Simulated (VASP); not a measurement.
Here is the system:

```yaml
crystal:
  lattice:
    - [4.48517, 0.00000, 0.00000]
    - [0.00000, 4.48517, 0.00000]
    - [0.00000, 0.00000, 2.99600]
  atoms:
    - { symbol: Mg, position: [0.00000, 0.00000, 0.00000] }
    - { symbol: Mg, position: [0.50000, 0.50000, 0.50000] }
    - { symbol: H, position: [0.30430, 0.30430, 0.00000] }
    - { symbol: H, position: [0.80430, 0.19570, 0.50000] }
    - { symbol: H, position: [0.19570, 0.80430, 0.50000] }
    - { symbol: H, position: [0.69570, 0.69570, 0.00000] }
```

These are optB88-vdW, VASP's PBE PAW potentials (set 64) (plane waves; VASP) values and carry that method's errors. Run with 520 eV cut-off, 6×6×8 Γ-centred mesh, tetrahedra with Blöchl corrections, potentials Mg H.

Question: What does the run give for the energy per atom (σ→0)?

Answer: 
* **energy per atom (σ→0)**: -2.556 eV/atom

The absolute energy has meaning only against runs of the same code, potentials and settings.

The compound is MgH2 in the rutile structure. It was relaxed first.
